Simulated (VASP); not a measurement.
# RuS2 (Laurite) with r2SCAN: from relaxation to properties, part 5 of 5

Aim: relax RuS2 (Laurite), then compute properties on the relaxed cell. The start is a cell from a database of measured crystal structures.

VASP 6.6.1; r2SCAN; plane waves and PAW (Ru_pv, S).

So far, gap on the k-mesh (eV): step 2 (full relaxation (r2SCAN)) 0.925; step 5 (density of states (r2SCAN)) 0.921. The relaxed cell has a = 5.628 Å (conventional setting).

## Step 7: Electric field gradients (r2SCAN)

Field gradients probe how far the charge around each nucleus departs from cubic symmetry; LASPH keeps the non-spherical terms inside the spheres.

INCAR reads:

```
SYSTEM = RuS2
PREC = Accurate
ENCUT = 400
EDIFF = 1E-07
NELM = 100
ISMEAR = 0
SIGMA = 0.05
LREAL = .FALSE.
ALGO = Normal
METAGGA = R2SCAN
LASPH = .TRUE.
NBANDS = 64
LORBIT = 11
LWAVE = .FALSE.
LCHARG = .FALSE.
KPAR = 8
LEFG = .TRUE.
```

POSCAR reads:

```
RuS2
1.0
    5.6276365976      0.0000000000      0.0000000000
    0.0000000000      5.6276365976      0.0000000000
    0.0000000000      0.0000000000      5.6276365976
Ru S
4 8
Direct
    0.0000000000      0.0000000000      0.0000000000
    0.5000000000      0.0000000000      0.5000000000
    0.5000000000      0.5000000000      0.0000000000
    0.0000000000      0.5000000000      0.5000000000
    0.3882039241      0.3882039241      0.3882039241
    0.1117960759      0.6117960759      0.8882039241
    0.8882039241      0.1117960759      0.6117960759
    0.6117960759      0.8882039241      0.1117960759
    0.6117960759      0.6117960759      0.6117960759
    0.8882039241      0.3882039241      0.1117960759
    0.1117960759      0.8882039241      0.3882039241
    0.3882039241      0.1117960759      0.8882039241
```

KPOINTS reads:

```
Automatic mesh
0
Gamma
4 4 4
0 0 0
```

The projector-augmented-wave data sets are Ru_pv and S (PBE family, release 64).

Started as:

```bash
$ mpirun -np 8 vasp_std
```

The program printed:

```text
[... set-up lines as in an earlier step ...]
 entering main loop
       N       E                     dE             d eps       ncg     rms          rms(c)
[... 1 cycle as in an earlier step ...]
DAV:   2    -0.142809807880E+03   -0.90761E+03   -0.87633E+03  1600   0.388E+02
[... 4 cycles as in an earlier step ...]
DAV:   7    -0.174249256544E+03    0.80953E+00   -0.63973E+00  1456   0.156E+01    0.134E+01
DAV:   8    -0.174214818690E+03    0.34438E-01   -0.54302E-01  1472   0.427E+00    0.205E+00
DAV:   9    -0.174196502981E+03    0.18316E-01   -0.14456E-01  1528   0.196E+00    0.458E-01
DAV:  10    -0.174198346818E+03   -0.18438E-02   -0.12249E-02  1528   0.555E-01    0.302E-01
DAV:  11    -0.174198900493E+03   -0.55367E-03   -0.15659E-03  1520   0.234E-01    0.107E-01
DAV:  12    -0.174198930084E+03   -0.29591E-04   -0.25066E-04  1560   0.849E-02    0.321E-02
DAV:  13    -0.174198932936E+03   -0.28513E-05   -0.23799E-05  1744   0.191E-02    0.262E-02
DAV:  14    -0.174198932293E+03    0.64303E-06   -0.56607E-06  1536   0.114E-02    0.781E-03
DAV:  15    -0.174198932216E+03    0.76776E-07   -0.15070E-06  1592   0.607E-03    0.357E-03
DAV:  16    -0.174198932033E+03    0.18244E-06   -0.13638E-07   744   0.198E-03    0.118E-03
DAV:  17    -0.174198932013E+03    0.20347E-07   -0.28100E-08   704   0.615E-04
ion   1
     0.0000000     3.2752812     3.2752812     0.0000000     3.2752812     0.0000000
     0.0000541     3.2752812     3.2752812     0.0000000     3.2752812     0.0000000
     0.0000746     3.2752811     3.2752811     0.0000000     3.2752811     0.0000000
     0.0001027     3.2752811     3.2752811     0.0000000     3.2752811     0.0000000
     0.0001414     3.2752810     3.2752810     0.0000000     3.2752810     0.0000000

     0.0000000    13.7137770    13.7137770    -0.0000000    13.7137770     0.0000000
     0.0000541    13.7162420    13.7162420    -0.0000000    13.7162420     0.0000000
     0.0000746    13.7176152    13.7176152    -0.0000000    13.7176152     0.0000000
     0.0001027    13.7198377    13.7198377    -0.0000000    13.7198377     0.0000000
     0.0001414    13.7234199    13.7234199    -0.0000000    13.7234199     0.0000000

ion   2
     0.0000000     3.2752812    -3.2752812    -0.0000000    -3.2752812    -0.0000000
     0.0000541     3.2752812    -3.2752812    -0.0000000    -3.2752812    -0.0000000
     0.0000746     3.2752811    -3.2752811    -0.0000000    -3.2752811    -0.0000000
     0.0001027     3.2752811    -3.2752811    -0.0000000    -3.2752811    -0.0000000
     0.0001414     3.2752810    -3.2752810    -0.0000000    -3.2752810    -0.0000000

     0.0000000    13.7137770   -13.7137770    -0.0000000   -13.7137770     0.0000000
     0.0000541    13.7162420   -13.7162420    -0.0000000   -13.7162420     0.0000000
     0.0000746    13.7176152   -13.7176152    -0.0000000   -13.7176152     0.0000000
     0.0001027    13.7198377   -13.7198377    -0.0000000   -13.7198377     0.0000000
     0.0001414    13.7234199   -13.7234199    -0.0000000   -13.7234199     0.0000000

ion   3
     0.0000000    -3.2752812     3.2752812    -0.0000000    -3.2752812     0.0000000
     0.0000541    -3.2752812     3.2752812    -0.0000000    -3.2752812     0.0000000
     0.0000746    -3.2752811     3.2752811    -0.0000000    -3.2752811     0.0000000
     0.0001027    -3.2752811     3.2752811    -0.0000000    -3.2752811     0.0000000
     0.0001414    -3.2752810     3.2752810    -0.0000000    -3.2752810     0.0000000

     0.0000000   -13.7137770    13.7137770     0.0000000   -13.7137770     0.0000000
     0.0000541   -13.7162420    13.7162420     0.0000000   -13.7162420     0.0000000
     0.0000746   -13.7176152    13.7176152     0.0000000   -13.7176152     0.0000000
     0.0001027   -13.7198377    13.7198377     0.0000000   -13.7198377     0.0000000
     0.0001414   -13.7234199    13.7234199     0.0000000   -13.7234199     0.0000000

ion   4
     0.0000000    -3.2752812    -3.2752812    -0.0000000     3.2752812     0.0000000
     0.0000541    -3.2752812    -3.2752812    -0.0000000     3.2752812     0.0000000
     0.0000746    -3.2752811    -3.2752811    -0.0000000     3.2752811     0.0000000
     0.0001027    -3.2752811    -3.2752811    -0.0000000     3.2752811     0.0000000
     0.0001414    -3.2752810    -3.2752810    -0.0000000     3.2752810     0.0000000

     0.0000000   -13.7137770   -13.7137770     0.0000000    13.7137770     0.0000000
     0.0000541   -13.7162420   -13.7162420     0.0000000    13.7162420     0.0000000
     0.0000746   -13.7176152   -13.7176152     0.0000000    13.7176152     0.0000000
     0.0001027   -13.7198377   -13.7198377     0.0000000    13.7198377     0.0000000
     0.0001414   -13.7234199   -13.7234199     0.0000000    13.7234199     0.0000000

ion   5
     0.0000000    -4.6195229    -4.6195229     0.0000000    -4.6195229     0.0000000
     0.0000369    -4.6195229    -4.6195229     0.0000000    -4.6195229     0.0000000
     0.0000508    -4.6195229    -4.6195229     0.0000000    -4.6195229     0.0000000
     0.0000700    -4.6195228    -4.6195228     0.0000000    -4.6195228     0.0000000
     0.0000964    -4.6195228    -4.6195228     0.0000000    -4.6195228     0.0000000

     0.0000000   -70.3442893   -70.3442893     0.0000000   -70.3442893     0.0000000
     0.0000369   -70.3440892   -70.3440892     0.0000000   -70.3440892     0.0000000
     0.0000508   -70.3439676   -70.3439676     0.0000000   -70.3439676     0.0000000
     0.0000700   -70.3437655   -70.3437655     0.0000000   -70.3437655     0.0000000
     0.0000964   -70.3434323   -70.3434323     0.0000000   -70.3434323     0.0000000

ion   6
     0.0000000    -4.6195229     4.6195229     0.0000000     4.6195229     0.0000000
     0.0000369    -4.6195229     4.6195229     0.0000000     4.6195229     0.0000000
     0.0000508    -4.6195229     4.6195229     0.0000000     4.6195229     0.0000000
     0.0000700    -4.6195228     4.6195228     0.0000000     4.6195228     0.0000000
     0.0000964    -4.6195228     4.6195228     0.0000000     4.6195228     0.0000000

     0.0000000   -70.3442893    70.3442893     0.0000000    70.3442893    -0.0000000
     0.0000369   -70.3440892    70.3440892     0.0000000    70.3440892    -0.0000000
     0.0000508   -70.3439676    70.3439676     0.0000000    70.3439676    -0.0000000
     0.0000700   -70.3437655    70.3437655     0.0000000    70.3437655    -0.0000000
     0.0000964   -70.3434323    70.3434323     0.0000000    70.3434323    -0.0000000

ion   7
     0.0000000     4.6195229    -4.6195229    -0.0000000     4.6195229    -0.0000000
     0.0000369     4.6195229    -4.6195229    -0.0000000     4.6195229    -0.0000000
     0.0000508     4.6195229    -4.6195229    -0.0000000     4.6195229    -0.0000000
     0.0000700     4.6195228    -4.6195228    -0.0000000     4.6195228    -0.0000000
     0.0000964     4.6195228    -4.6195228    -0.0000000     4.6195228    -0.0000000

     0.0000000    70.3442893   -70.3442893    -0.0000000    70.3442893    -0.0000000
     0.0000369    70.3440892   -70.3440892    -0.0000000    70.3440892    -0.0000000
     0.0000508    70.3439676   -70.3439676    -0.0000000    70.3439676    -0.0000000
     0.0000700    70.3437655   -70.3437655    -0.0000000    70.3437655    -0.0000000
     0.0000964    70.3434323   -70.3434323    -0.0000000    70.3434323    -0.0000000

ion   8
     0.0000000     4.6195229     4.6195229     0.0000000    -4.6195229    -0.0000000
     0.0000369     4.6195229     4.6195229     0.0000000    -4.6195229    -0.0000000
     0.0000508     4.6195229     4.6195229     0.0000000    -4.6195229    -0.0000000
     0.0000700     4.6195228     4.6195228     0.0000000    -4.6195228    -0.0000000
     0.0000964     4.6195228     4.6195228     0.0000000    -4.6195228    -0.0000000

     0.0000000    70.3442893    70.3442893    -0.0000000   -70.3442893    -0.0000000
     0.0000369    70.3440892    70.3440892    -0.0000000   -70.3440892    -0.0000000
     0.0000508    70.3439676    70.3439676    -0.0000000   -70.3439676    -0.0000000
     0.0000700    70.3437655    70.3437655    -0.0000000   -70.3437655    -0.0000000
     0.0000964    70.3434323    70.3434323    -0.0000000   -70.3434323    -0.0000000

ion   9
     0.0000000    -4.6195229    -4.6195229     0.0000000    -4.6195229     0.0000000
     0.0000369    -4.6195229    -4.6195229     0.0000000    -4.6195229     0.0000000
     0.0000508    -4.6195229    -4.6195229     0.0000000    -4.6195229     0.0000000
     0.0000700    -4.6195228    -4.6195228     0.0000000    -4.6195228     0.0000000
     0.0000964    -4.6195228    -4.6195228     0.0000000    -4.6195228     0.0000000

     0.0000000   -70.3442893   -70.3442893     0.0000000   -70.3442893     0.0000000
     0.0000369   -70.3440892   -70.3440892     0.0000000   -70.3440892     0.0000000
     0.0000508   -70.3439676   -70.3439676     0.0000000   -70.3439676     0.0000000
     0.0000700   -70.3437655   -70.3437655     0.0000000   -70.3437655     0.0000000
     0.0000964   -70.3434323   -70.3434323     0.0000000   -70.3434323     0.0000000

ion  10
     0.0000000    -4.6195229     4.6195229     0.0000000     4.6195229     0.0000000
     0.0000369    -4.6195229     4.6195229     0.0000000     4.6195229     0.0000000
     0.0000508    -4.6195229     4.6195229     0.0000000     4.6195229     0.0000000
     0.0000700    -4.6195228     4.6195228     0.0000000     4.6195228     0.0000000
     0.0000964    -4.6195228     4.6195228     0.0000000     4.6195228     0.0000000

     0.0000000   -70.3442893    70.3442893     0.0000000    70.3442893     0.0000000
     0.0000369   -70.3440892    70.3440892     0.0000000    70.3440892     0.0000000
     0.0000508   -70.3439676    70.3439676     0.0000000    70.3439676     0.0000000
     0.0000700   -70.3437655    70.3437655     0.0000000    70.3437655     0.0000000
     0.0000964   -70.3434323    70.3434323     0.0000000    70.3434323     0.0000000

ion  11
     0.0000000     4.6195229    -4.6195229    -0.0000000     4.6195229    -0.0000000
     0.0000369     4.6195229    -4.6195229    -0.0000000     4.6195229    -0.0000000
     0.0000508     4.6195229    -4.6195229    -0.0000000     4.6195229    -0.0000000
     0.0000700     4.6195228    -4.6195228    -0.0000000     4.6195228    -0.0000000
     0.0000964     4.6195228    -4.6195228    -0.0000000     4.6195228    -0.0000000

     0.0000000    70.3442893   -70.3442893    -0.0000000    70.3442893    -0.0000000
     0.0000369    70.3440892   -70.3440892    -0.0000000    70.3440892    -0.0000000
     0.0000508    70.3439676   -70.3439676    -0.0000000    70.3439676    -0.0000000
     0.0000700    70.3437655   -70.3437655    -0.0000000    70.3437655    -0.0000000
     0.0000964    70.3434323   -70.3434323    -0.0000000    70.3434323    -0.0000000

ion  12
     0.0000000     4.6195229     4.6195229     0.0000000    -4.6195229     0.0000000
     0.0000369     4.6195229     4.6195229     0.0000000    -4.6195229     0.0000000
     0.0000508     4.6195229     4.6195229     0.0000000    -4.6195229     0.0000000
     0.0000700     4.6195228     4.6195228     0.0000000    -4.6195228     0.0000000
     0.0000964     4.6195228     4.6195228     0.0000000    -4.6195228     0.0000000

     0.0000000    70.3442893    70.3442893     0.0000000   -70.3442893     0.0000000
     0.0000369    70.3440892    70.3440892     0.0000000   -70.3440892     0.0000000
     0.0000508    70.3439676    70.3439676     0.0000000   -70.3439676     0.0000000
     0.0000700    70.3437655    70.3437655     0.0000000   -70.3437655     0.0000000
     0.0000964    70.3434323    70.3434323     0.0000000   -70.3434323     0.0000000

   1 F= -.17419893E+03 E0= -.17419893E+03  d E =-.353529E-13
```

It took 35 s on 8 MPI ranks of Intel Xeon 6975P-C (Granite Rapids), shared host; peak memory 2.5 GiB; 4.6 min of CPU time.

Parts of OUTCAR (step 7):

```text
   NELECT =     104.0000    total number of electrons

 E-fermi :   8.9377

 k-point     1 :       0.0000    0.0000    0.0000
  band No.  band energies     occupation
    ...
     48       8.0975      2.00000
     49       8.1720      2.00000
     50       8.1720      2.00000
     51       8.1720      2.00000
     52       8.4424      2.00000
     53       9.6130      0.00000
     54      11.5491      0.00000
     55      11.5491      0.00000
     56      11.5491      0.00000
     57      11.6244      0.00000
    ...

  Total        0.0475945      0.0475945      0.0475945     -0.0000000      0.0000000     -0.0000000
  in kB        0.4278474      0.4278474      0.4278474     -0.0000000      0.0000000     -0.0000000
  external PRESSURE =       0.4278474 kB  Pullay stress =       0.0000000 kB

 POSITION                                       TOTAL-FORCE (eV/Angst)
 -----------------------------------------------------------------------------------
      0.00000      0.00000      0.00000         0.000000      0.000000     -0.000000
      2.81382      0.00000      2.81382         0.000000      0.000000     -0.000000
      2.81382      2.81382      0.00000         0.000000      0.000000     -0.000000
      0.00000      2.81382      2.81382         0.000000      0.000000     -0.000000
      2.18467      2.18467      2.18467        -0.002361     -0.002361     -0.002361
      0.62915      3.44297      4.99849         0.002361      0.002361     -0.002361
      4.99849      0.62915      3.44297        -0.002361      0.002361      0.002361
      3.44297      4.99849      0.62915         0.002361     -0.002361      0.002361
      3.44297      3.44297      3.44297         0.002361      0.002361      0.002361
      4.99849      2.18467      0.62915        -0.002361     -0.002361      0.002361
      0.62915      4.99849      2.18467         0.002361     -0.002361     -0.002361
      2.18467      0.62915      4.99849        -0.002361      0.002361     -0.002361
 -----------------------------------------------------------------------------------
    total drift:                               -0.000000      0.000000     -0.000000

  FREE ENERGIE OF THE ION-ELECTRON SYSTEM (eV)
  ---------------------------------------------------
  free  energy   TOTEN  =      -174.1989320130 eV

  energy  without entropy=     -174.1989320130  energy(sigma->0) =     -174.19893201

 Electric field gradients after diagonalization (V/A^2)
 (convention: |V_zz| > |V_xx| > |V_yy|)
----------------------------------------------------------------------
 ion       V_xx      V_yy      V_zz     asymmetry (V_yy - V_xx)/ V_zz
----------------------------------------------------------------------
   1      14.448    14.448   -28.896       0.000
   2      14.448    14.448   -28.896       0.000
   3      14.448    14.448   -28.896       0.000
   4      14.448    14.448   -28.896       0.000
   5     -77.760   -77.760   155.520       0.000
   6     -77.760   -77.760   155.520       0.000
   7     -77.760   -77.760   155.520       0.000
   8     -77.760   -77.760   155.520       0.000
   9     -77.760   -77.760   155.520       0.000
  10     -77.760   -77.760   155.520       0.000
  11     -77.760   -77.760   155.520       0.000
  12     -77.760   -77.760   155.520       0.000
----------------------------------------------------------------------

[... 10 parts as in an earlier step ...]

[... 7 further parts left out ...]
```

Numbers from this step:

```
SCF cycles                     : 17
bands                          : 64
free energy (TOTEN)            : -174.1989 eV
Fermi energy                   : 8.938 eV
pressure                       : 0.04278 GPa
valence top at k               : 0.5, 0, 0
gap on the k-mesh              : 0.9255 eV
least direct gap on the k-mesh : 1.171 eV
```

Electric field gradients, by row:

| atom | Vxx (V/Å²) | Vyy (V/Å²) | Vzz (V/Å²) | asymmetry |
| --- | --- | --- | --- | --- |
| Ru1 | 14.45 | 14.45 | -28.9 | 0 |
| Ru2 | 14.45 | 14.45 | -28.9 | 0 |
| Ru3 | 14.45 | 14.45 | -28.9 | 0 |
| Ru4 | 14.45 | 14.45 | -28.9 | 0 |
| S5 | -77.76 | -77.76 | 155.5 | 0 |
| S6 | -77.76 | -77.76 | 155.5 | 0 |
| S7 | -77.76 | -77.76 | 155.5 | 0 |
| S8 | -77.76 | -77.76 | 155.5 | 0 |
| S9 | -77.76 | -77.76 | 155.5 | 0 |
| S10 | -77.76 | -77.76 | 155.5 | 0 |
| S11 | -77.76 | -77.76 | 155.5 | 0 |
| S12 | -77.76 | -77.76 | 155.5 | 0 |

The largest gradient, 155.52 V/Å², sits on S5 and like sites; times the quadrupole moment of a nucleus that has one, it gives the coupling that NMR and NQR see.

## Step 8: What came out

- relaxed volume: 14.85 Å³/atom
- relaxed conventional cell a, b, c: 5.628, 5.628, 5.628 Å
- space group after relaxing, within 0.02 Å: Pa-3 (No. 205)
- band gap: 0.904 eV, indirect (least direct gap of that run 1.17 eV)
- gap among the points of the DOS mesh alone, an upper bound: 0.921 eV
- strongest peak of ε2, mean over directions: 3.60 eV
- ε1 at zero frequency, no local fields, mean: 14.5
- largest field gradient Vzz: 155.52 V/Å² on S5

**Reading.** With r2SCAN, RuS2 (Laurite) relaxes to 14.85 Å³/atom in space group Pa-3 (held by the symmetry of the run) and has an indirect gap of 0.904 eV. Against the listed cell the volume lies +0.9 %. Band structure (r2SCAN): On this path the gap is indirect, 0.90 eV, with the valence top between Γ and X and the conduction bottom at Γ. The least direct gap is 1.17 eV. Semilocal functionals usually underestimate gaps. Spin-orbit coupling is left out; it would split some degenerate bands. No search among competing phases was made, and a listed structure need not be the one stable at ambient conditions. All values are for a static lattice at zero temperature.

[Lines on the potential files, build, host, timing and source positions are cut from VASP's logs without a mark.]

[Logs are printed without paths, hosts, clocks, repeated set-up lines and the standing remarks that a program may print on its own settings, such as how far it seeks lower states.]

[Hosts, paths, dates, database ids (printed as entryN), source tags and the programs' standing remarks are cut or masked in the printed files.]

[A measured line is paired with the nearest computed mode of its activity, which favours agreement.]
